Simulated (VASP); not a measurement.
# BiP (Pm-3m): band edges, masses and strain

Wanted: where the band edges of BiP lie, how heavy the carriers are and how strain moves the gap. The cell is generated by rule, not measured, and may not be a known phase.

Calculated with VASP 6.6.1; PBE; plane waves and PAW (Bi_d, P), in the first sound run; inputs show where later runs differ.

Most raw output is cut from this account.

The structure was built from a prototype and need not be the compound's stable phase.

## Step 1: Set-up

Symmetry: Pm-3m, No. 221, cubic system. The conventional cell has a = 3.552 Å, b = 3.552 Å, c = 3.552 Å, α = 90.00°, β = 90.00°, γ = 90.00°. Nearest to Bi lie 8 P at 3.08 Å. Nearest to P lie 8 Bi at 3.08 Å. Farther neighbours are not listed.

## Step 2: Relaxation of the atoms

The cell is kept as given; the atoms are relaxed first, so that no residual force shifts the band edges.

Input file INCAR:

```
SYSTEM = BiP
PREC = Accurate
ENCUT = 400
EDIFF = 1E-06
NELM = 100
ISMEAR = 0
SIGMA = 0.02
LREAL = .FALSE.
ALGO = Normal
GGA = PE
NBANDS = 16
LORBIT = 11
LWAVE = .FALSE.
LCHARG = .FALSE.
KPAR = 4
IBRION = 2
NSW = 40
ISIF = 2
EDIFFG = -0.005
```

Input file POSCAR:

```
BiP
1.0
    3.5524400000      0.0000000000      0.0000000000
    0.0000000000      3.5524400000      0.0000000000
    0.0000000000      0.0000000000      3.5524400000
Bi P
1 1
Direct
    0.0000000000      0.0000000000      0.0000000000
    0.5000000000      0.5000000000      0.5000000000
```

Input file KPOINTS:

```
Automatic mesh
0
Gamma
8 8 8
0 0 0
```

Potentials, in the order of the species: Bi_d and P (PBE family, release 64).

Command:

```sh
$ mpirun -np 4 vasp_std
```

It took 4.8 s on 4 MPI ranks of AMD EPYC 7R43, shared host; peak memory 0.42 GiB; 17 s of CPU time.

The k-mesh is coarse for a metal. The run keeps the 48 symmetry operations of its start, so it cannot find a distortion of lower symmetry.

The forces vanish from the start, and no atom moves.

Numbers from this step:

| Item | Value |
| --- | --- |
| SCF cycles | 12 |
| electrons | 20 |
| bands | 16 |
| irreducible k-points | 35 |
| symmetry operations | 48 |
| free energy (TOTEN) | -8.407 eV |
| energy at zero smearing | -8.407 eV |
| Fermi energy | 8.391 eV |
| pressure | 2.146 GPa |
| metallic | yes |

## Step 3: Bands on a dense mesh

A dense even mesh and a path are solved together, since either alone can miss a band edge.

Edit INCAR of step 2 so:

```diff
@@ -10,3 +10,3 @@
 GGA = PE
-NBANDS = 16
+NBANDS = 22
 LORBIT = 11
@@ -15,5 +15,2 @@
 KPAR = 4
-IBRION = 2
-NSW = 40
 ISIF = 2
-EDIFFG = -0.005
```

POSCAR is that of step 2.

Input file KPOINTS:

```
Automatic mesh
0
Gamma
12 12 12
0 0 0
```

Input file KPOINTS_OPT:

```
Line mode
24
Line-mode
Reciprocal
  0.00000000   0.00000000   0.00000000 GAMMA
  0.00000000   0.50000000   0.00000000 X

  0.00000000   0.50000000   0.00000000 X
  0.50000000   0.50000000   0.00000000 M

  0.50000000   0.50000000   0.00000000 M
  0.00000000   0.00000000   0.00000000 GAMMA

  0.00000000   0.00000000   0.00000000 GAMMA
  0.50000000   0.50000000   0.50000000 R

  0.50000000   0.50000000   0.50000000 R
  0.00000000   0.50000000   0.00000000 X

  0.50000000   0.50000000   0.00000000 M
  0.50000000   0.50000000   0.50000000 R
```

Command:

```sh
$ mpirun -np 4 vasp_std
```

It took 23 s on 4 MPI ranks; peak memory 0.63 GiB.

This step gave:

```
bands                   : 22
irreducible k-points    : 84
free energy (TOTEN)     : -8.405 eV
energy at zero smearing : -8.405 eV
Fermi energy            : 8.443 eV
pressure                : 1.780 GPa
```

Electronic bands along the path, in eV, zero at the Fermi level; # counts the bands kept:

```
          point      #1     #2     #3     #4     #5     #6     #7     #8
              Γ   -6.55  -1.93  -1.93  -1.93   3.79   3.79   6.16   6.16
0.48 of the way   -8.14  -1.92  -1.27  -1.27   3.28   4.27   4.38   4.38
              X  -10.81  -0.19  -0.08   0.25   0.25   1.90   1.90   5.26
0.48 of the way  -10.25  -3.48  -3.25   0.44   2.56   2.59   3.23   7.22
              M   -9.24  -5.77  -5.77   0.69   3.82   4.10   4.10   6.69
0.52 of the way   -8.44  -4.21  -0.69  -0.15   0.93   3.91   4.90   6.39
              Γ   -6.55  -1.93  -1.93  -1.93   3.79   3.79   6.16   6.16
0.52 of the way   -8.63  -3.60  -3.60  -1.46   1.85   1.85   3.88   8.92
              R   -8.54  -2.68  -2.68  -2.68  -2.61  -2.61  -2.61  15.27
0.52 of the way   -9.77  -3.65  -3.34  -1.53  -0.82   2.76   4.00   8.99
              X  -10.81  -0.19  -0.08   0.25   0.25   1.90   1.90   5.26
      jump to M   -9.24  -5.77  -5.77   0.69   3.82   4.10   4.10   6.69
0.48 of the way   -8.96  -5.03  -5.03  -1.16   0.03   1.07   1.07   9.85
              R   -8.54  -2.68  -2.68  -2.68  -2.61  -2.61  -2.61  15.27
```

Of the projections kept (Bi, P), the largest for each band there; the rest of the weight can lie on other orbitals:

```
point      #1       #2       #3      #4       #5       #6       #7       #8
    Γ  P 0.53   P 0.56   P 0.56  P 0.56  Bi 1.00  Bi 1.00  Bi 0.64  Bi 0.64
    X  P 0.86   P 0.62  Bi 0.63  P 0.94   P 0.94  Bi 1.00  Bi 1.00        -
    M  P 0.97  Bi 0.60  Bi 0.60  P 1.00  Bi 1.00  Bi 0.52  Bi 0.52   P 0.57
    Γ  P 0.53   P 0.56   P 0.56  P 0.56  Bi 1.00  Bi 1.00  Bi 0.64  Bi 0.64
    R  P 1.00   P 0.87   P 0.87  P 0.87  Bi 1.00  Bi 1.00  Bi 1.00   P 0.68
    X  P 0.86   P 0.62  Bi 0.63  P 0.94   P 0.94  Bi 1.00  Bi 1.00        -
```

At 1.8 GPa the cell is away from the equilibrium volume of this level: left free, it would expand.

## Step 4: Bands with spin-orbit coupling

This step: PBE, spin-orbit coupling; plane waves and PAW (Bi_d, P); invented cell (VASP 6.6.1).

Spin-orbit coupling can split and shift the band edges, more so for heavy elements, so the bands are solved again with spinors.

Edit INCAR of step 3 so:

```diff
@@ -10,3 +10,8 @@
 GGA = PE
-NBANDS = 22
+LNONCOLLINEAR = .TRUE.
+MAGMOM = 0 0 0 0 0 0
+NBANDS = 32
+GGA_COMPAT = .FALSE.
+LASPH = .TRUE.
+LSORBIT = .TRUE.
 LORBIT = 11
```

POSCAR is that of step 3.

Input file KPOINTS:

```
Automatic mesh
0
Gamma
8 8 8
0 0 0
```

Edit KPOINTS_OPT of step 3 so:

```diff
@@ -1,3 +1,3 @@
 Line mode
-24
+16
 Line-mode
```

Command:

```sh
$ mpirun -np 4 vasp_ncl
```

Elapsed: 52 s, on 4 MPI ranks; peak memory 0.85 GiB.

LASPH is on here and off in the session's scalar semilocal runs, so a comparison with those holds both changes.

Numbers from this step:

| Property | Result |
| --- | --- |
| SCF cycles | 13 |
| bands | 32 |
| irreducible k-points | 35 |
| free energy (TOTEN) | -9.102 eV |
| energy at zero smearing | -9.102 eV |
| Fermi energy | 8.255 eV |
| pressure | 2.787 GPa |

The spin moment in the PAW sphere vanishes on all atoms.

On-site spin-orbit energy by atom:

```csv
atom,on-site spin-orbit energy (eV)
Bi1,-1.46
P2,0.00
```

The electronic bands at the labelled points (eV, zero at the Fermi level; # counts the bands kept):

```csv
point,#7,#8,#9,#10,#11,#12,#13,#14
Γ,-1.54,-1.54,-1.54,-1.54,3.98,3.98,3.98,3.98
0.47 of the way,-1.26,-1.26,-0.93,-0.93,3.01,3.01,4.43,4.43
X,-0.02,-0.02,0.35,0.35,0.41,0.41,1.73,1.73
0.53 of the way,-3.37,-3.37,0.60,0.60,2.07,2.07,3.40,3.40
M,-5.37,-5.37,0.81,0.81,2.91,2.91,4.67,4.67
0.53 of the way,-0.68,-0.68,0.09,0.09,0.96,0.96,3.98,3.98
Γ,-1.54,-1.54,-1.54,-1.54,3.98,3.98,3.98,3.98
0.53 of the way,-3.25,-3.25,-1.46,-1.46,1.41,1.41,2.25,2.25
R,-2.54,-2.54,-2.54,-2.54,-2.51,-2.51,-1.91,-1.91
0.53 of the way,-3.02,-3.02,-1.34,-1.34,-0.62,-0.62,2.92,2.92
X,-0.02,-0.02,0.35,0.35,0.41,0.41,1.73,1.73
jump to M,-5.37,-5.37,0.81,0.81,2.91,2.91,4.67,4.67
0.47 of the way,-4.66,-4.66,-0.96,-0.96,-0.04,-0.04,1.38,1.38
R,-2.54,-2.54,-2.54,-2.54,-2.51,-2.51,-1.91,-1.91
```

Of the projections kept (Bi, P), the largest for each band there; the rest of the weight can lie on other orbitals:

| point | #7 | #8 | #9 | #10 | #11 | #12 | #13 | #14 |
| --- | --- | --- | --- | --- | --- | --- | --- | --- |
| Γ | P 0.62 | P 0.62 | P 0.62 | P 0.62 | Bi 1.00 | Bi 1.00 | Bi 1.00 | Bi 1.00 |
| X | P 0.62 | P 0.62 | P 0.94 | P 0.94 | P 0.94 | P 0.94 | Bi 0.91 | Bi 0.91 |
| M | Bi 0.56 | Bi 0.56 | P 1.00 | P 1.00 | Bi 0.73 | Bi 0.73 | Bi 0.54 | Bi 0.54 |
| Γ | P 0.62 | P 0.62 | P 0.62 | P 0.62 | Bi 1.00 | Bi 1.00 | Bi 1.00 | Bi 1.00 |
| R | P 0.87 | P 0.87 | P 0.87 | P 0.87 | P 0.87 | P 0.87 | Bi 1.00 | Bi 1.00 |
| X | P 0.62 | P 0.62 | P 0.94 | P 0.94 | P 0.94 | P 0.94 | Bi 0.91 | Bi 0.91 |

## Step 5: Orbitals for bands with HSE06

This step: PBE; plane waves and PAW (Bi_d, P); invented cell (VASP 6.6.1).

The hybrid starts from PBE orbitals, which saves many expensive cycles.

Input file INCAR:

```
SYSTEM = BiP
PREC = Accurate
ENCUT = 400
EDIFF = 1E-05
NELM = 100
ISMEAR = 0
SIGMA = 0.02
LREAL = .FALSE.
ALGO = Normal
GGA = PE
NBANDS = 16
LORBIT = 11
LWAVE = .TRUE.
LCHARG = .FALSE.
KPAR = 4
```

POSCAR is that of step 4.

Input file KPOINTS:

```
Automatic mesh
0
Gamma
4 4 4
0 0 0
```

Command:

```sh
$ mpirun -np 4 vasp_std
```

The job ended after 2.8 s (4 MPI ranks; peak memory 0.4 GiB).

This step gave:

```
SCF cycles              : 12
bands                   : 16
irreducible k-points    : 10
free energy (TOTEN)     : -8.357 eV
energy at zero smearing : -8.357 eV
Fermi energy            : 8.362 eV
pressure                : 2.881 GPa
```

The run ends at a pressure of 2.88 GPa.

## Step 6: Bands with HSE06

This step: HSE06; plane waves and PAW (Bi_d, P); invented cell (VASP 6.6.1).

A quarter of screened exact exchange corrects much of the semilocal gap error; its cost forces a coarser mesh.

Input file INCAR:

```
SYSTEM = BiP
PREC = Accurate
ENCUT = 400
EDIFF = 1E-06
NELM = 100
ISMEAR = 0
SIGMA = 0.02
LREAL = .FALSE.
ALGO = Normal
LHFCALC = .TRUE.
AEXX = 0.25
GGA = PE
HFSCREEN = 0.2
LASPH = .TRUE.
NBANDS = 16
PRECFOCK = Fast
LORBIT = 11
LWAVE = .FALSE.
LCHARG = .FALSE.
KPAR = 4
ISIF = 2
```

POSCAR is that of step 5.

KPOINTS is that of step 5.

Edit KPOINTS_OPT of step 4 so:

```diff
@@ -1,3 +1,3 @@
 Line mode
-16
+8
 Line-mode
```

The run starts from files that an earlier step left in the folder.

Command:

```sh
$ mpirun -np 4 vasp_std
```

Elapsed: 3.9 min, on 4 MPI ranks; peak memory 0.85 GiB.

The k-mesh is coarse for exact exchange; in a metal the Fermi energy and the levels can shift by several tenths of an eV on a finer one. The PAW data sets were made with PBE, which is usual practice but a small mismatch for other functionals.

This step gave:

```
SCF cycles          : 10
free energy (TOTEN) : -9.906 eV
Fermi energy        : 8.357 eV
pressure            : 0.2017 GPa
```

The electronic bands at the labelled points (eV, zero at the Fermi level; # counts the bands kept):

```csv
point,#1,#2,#3,#4,#5,#6,#7,#8
Γ,-7.27,-2.39,-2.39,-2.39,4.14,4.14,6.93,6.93
0.57 of the way,-9.81,-2.00,-1.29,-1.29,2.97,4.30,4.30,4.88
X,-12.41,-0.31,0.09,0.12,0.12,2.20,2.20,5.76
0.57 of the way,-11.56,-4.75,-4.53,0.45,3.25,3.34,3.91,8.14
M,-10.69,-6.65,-6.65,0.70,4.34,4.68,4.68,7.22
0.57 of the way,-9.24,-4.59,-1.19,-0.10,1.39,4.69,5.63,6.51
Γ,-7.27,-2.39,-2.39,-2.39,4.14,4.14,6.93,6.93
0.57 of the way,-9.85,-4.27,-4.27,-2.41,1.43,1.43,4.44,9.62
R,-9.80,-3.23,-3.23,-3.23,-2.87,-2.87,-2.87,16.36
0.57 of the way,-11.46,-3.92,-3.56,-1.67,-0.51,3.45,5.11,9.21
X,-12.41,-0.31,0.09,0.12,0.12,2.20,2.20,5.76
jump to M,-10.69,-6.65,-6.65,0.70,4.34,4.68,4.68,7.22
0.43 of the way,-10.42,-5.97,-5.97,-1.18,0.58,1.68,1.68,10.09
R,-9.80,-3.23,-3.23,-3.23,-2.87,-2.87,-2.87,16.36
```

Of the projections kept (Bi, P), the largest for each band there; the rest of the weight can lie on other orbitals:

```
point       #1       #2       #3      #4       #5       #6       #7       #8
    Γ  Bi 0.51   P 0.57   P 0.57  P 0.58  Bi 1.00  Bi 1.00  Bi 0.65  Bi 0.65
    X   P 0.87   P 0.59  Bi 0.64  P 0.93   P 0.93  Bi 1.00  Bi 1.00        -
    M   P 0.97  Bi 0.58  Bi 0.58  P 1.00  Bi 1.00  Bi 0.54  Bi 0.54   P 0.58
    Γ  Bi 0.51   P 0.57   P 0.57  P 0.58  Bi 1.00  Bi 1.00  Bi 0.65  Bi 0.65
    R  Bi 1.00   P 0.87   P 0.87  P 0.87  Bi 1.00  Bi 1.00  Bi 1.00   P 0.69
    X   P 0.87   P 0.59  Bi 0.64  P 0.93   P 0.93  Bi 1.00  Bi 1.00        -
```

## Step 7: Outcome

| Property | Result |
| --- | --- |
| gap, PBE | none |
| gap with spin-orbit coupling | none |
| gap, HSE06 without spin-orbit coupling | none |

**Reading.** At this level the bands overlap or touch. Masses were not obtained, since there is no gap at this level. The strain response was not obtained, since there is no gap at this level.

[Lines on the potential files, build, host, timing and source positions are cut from VASP's logs without a mark.]

[Logs are printed without paths, hosts, clocks, repeated set-up lines and the standing remarks that a program may print on its own settings, such as how far it seeks lower states.]

[Hosts, paths, dates, database ids (printed as entryN), source tags and the programs' standing remarks are cut or masked in the printed files.]

[In band tables of VASP the shares of atoms and orbitals are scaled to a sum of 1 inside the atoms' spheres.]

[Gaps and slopes under strain along one axis are those of the sampled path and mesh points; where strain splits equal valleys, another of them can be the edge.]
